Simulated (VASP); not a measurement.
**YSe (relaxed from the wurtzite structure, space group P6_3mc): computed properties**

The numbers are results of r2SCAN meta-GGA, VASP's PBE PAW potentials (set 64) (plane waves; VASP), not measurements.

For YSe, the space group is P6_3mc (186), the cell is a = 4.218 Å, b = 4.218 Å, c = 8.227 Å, α = 90.00°, β = 90.00°, γ = 120.00° and the volume per atom comes out as 31.69 Å³/atom. The band gap (over mesh and band path) comes out as none (metal, semimetal or under 0.01 eV) and the density is 4.40 g/cm³.

```
CELL_PARAMETERS angstrom
      4.21816     0.00000     0.00000
     -2.10908     3.65303     0.00000
      0.00000     0.00000     8.22706
ATOMIC_POSITIONS crystal
  Y  0.33333 0.66667 0.01970
  Y  0.66667 0.33333 0.51970
  Se 0.33333 0.66667 0.35530
  Se 0.66667 0.33333 0.85530
```

The structure was generated: YSe was put into the wurtzite type (P6_3mc), which need not be its known phase. It was relaxed first, which changed the volume by -31 %. Symmetry was kept, so distortions that lower it aren't found.
